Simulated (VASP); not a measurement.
Method: vdW-DF-cx, VASP's PBE PAW potentials (set 64) (plane waves; VASP).

VASP input:

### INCAR
```
SYSTEM  =  Tb
PREC  =  Accurate; ENCUT  =  520; LREAL  =  .False.
LASPH  =  .True.
EDIFF  =  1E-7; NELM  =  100; ALGO  =  Normal
LMAXMIX  =  6
ISMEAR  =  -5
GGA  =  CX; LUSE_VDW  =  .True.; AGGAC  =  0.0
ISIF  =  2
LWAVE  =  .False.; LCHARG  =  .True.; LORBIT  =  11
NEDOS  =  601
```

**POSCAR**
```
Tb
3.5622020
  0.5000000099  -0.8660252976   0.0000000000
  0.5000000099   0.8660252976   0.0000000000
  0.0000000000   0.0000000000   1.5624720104
Tb
2
direct
  0.3333330000   0.6666670000   0.2500000000
  0.6666670000   0.3333330000   0.7500000000
```

**KPOINTS**
```
Automatic mesh
0
Gamma
13 13 8
0 0 0
```

POTCAR, in this order: Tb_3 (PBE.64 set). Program: vasp_std.

Output of the run:

File OSZICAR:
```
       N       E                     dE             d eps       ncg     rms          rms(c)
DAV:   1     0.478325391211E+02    0.47833E+02   -0.89166E+03  2730   0.124E+03
DAV:   2    -0.217001437834E+01   -0.50003E+02   -0.48934E+02  2930   0.259E+02
DAV:   3    -0.437061936458E+01   -0.22006E+01   -0.20848E+01  3705   0.318E+01
DAV:   4    -0.441866814967E+01   -0.48049E-01   -0.47054E-01  3111   0.468E+00
DAV:   5    -0.441995876465E+01   -0.12906E-02   -0.12723E-02  3859   0.604E-01    0.241E+01
DAV:   6    -0.442484132606E+01   -0.48826E-02   -0.21341E-02  3197   0.125E+00    0.144E+01
DAV:   7    -0.443628789150E+01   -0.11447E-01   -0.39822E-02  3115   0.172E+00    0.232E-01
DAV:   8    -0.443606020931E+01    0.22768E-03   -0.21462E-03  3230   0.376E-01    0.673E-02
DAV:   9    -0.443607522652E+01   -0.15017E-04   -0.22232E-04  3280   0.116E-01    0.338E-02
DAV:  10    -0.443607020630E+01    0.50202E-05   -0.34238E-05  3120   0.441E-02    0.388E-02
DAV:  11    -0.443607132689E+01   -0.11206E-05   -0.47971E-06  3160   0.160E-02    0.119E-03
DAV:  12    -0.443607156943E+01   -0.24253E-06   -0.36139E-07  3240   0.481E-03    0.454E-03
DAV:  13    -0.443607149961E+01    0.69815E-07   -0.54996E-08  1700   0.187E-03
   1 F= -.44360715E+01 E0= -.44360715E+01  d E =0.000000E+00
```

File OUTCAR:
```
------------------------ aborting loop because EDIFF is reached ----------------------------------------
  FORCE on cell =-STRESS in cart. coord.  units (eV):
  Direction    XX          YY          ZZ          XY          YZ          ZX
  --------------------------------------------------------------------------------------
  Total       -0.0829906     -0.0829905      0.0311364      0.0000000      0.0000000      0.0000000
  in kB       -2.1739060     -2.1739054      0.8156074      0.0000000      0.0000000      0.0000000
  external PRESSURE =      -1.1774014 kB  Pullay stress =       0.0000000 kB
  volume of cell :       61.16
      direct lattice vectors                 reciprocal lattice vectors
     1.781101035 -3.084957047  0.000000000     0.280725231 -0.162076811  0.000000000
     1.781101035  3.084957047  0.000000000     0.280725231  0.162076811  0.000000000
     0.000000000  0.000000000  5.565840920     0.000000000  0.000000000  0.179667370
 POSITION                                       TOTAL-FORCE (eV/Angst)
 -----------------------------------------------------------------------------------
      1.78110      1.02832      1.39146         0.000000     -0.000000      0.000000
      1.78110     -1.02832      4.17438        -0.000000      0.000000      0.000000
 -----------------------------------------------------------------------------------
    total drift:                               -0.000003      0.000105     -0.000011
  FREE ENERGIE OF THE ION-ELECTRON SYSTEM (eV)
  ---------------------------------------------------
  free  energy   TOTEN  =        -4.4360714996 eV

  energy  without entropy=       -4.4360714996  energy(sigma->0) =       -4.43607150

 total charge

# of ion       s       p       d       tot
------------------------------------------
    1        0.408   6.314   1.166   7.888
    2        0.408   6.314   1.166   7.888
--------------------------------------------------
tot          0.817  12.628   2.331  15.776
```
(Selected blocks of OUTCAR.)

The 4f electrons are frozen in the core of the lanthanide potential, so 4f levels, which can set the real gap, and their magnetism are missing. For a metal the tetrahedron method with Blöchl corrections gives inexact stress and forces.

The compound is Tb in the hcp structure. It was relaxed first.
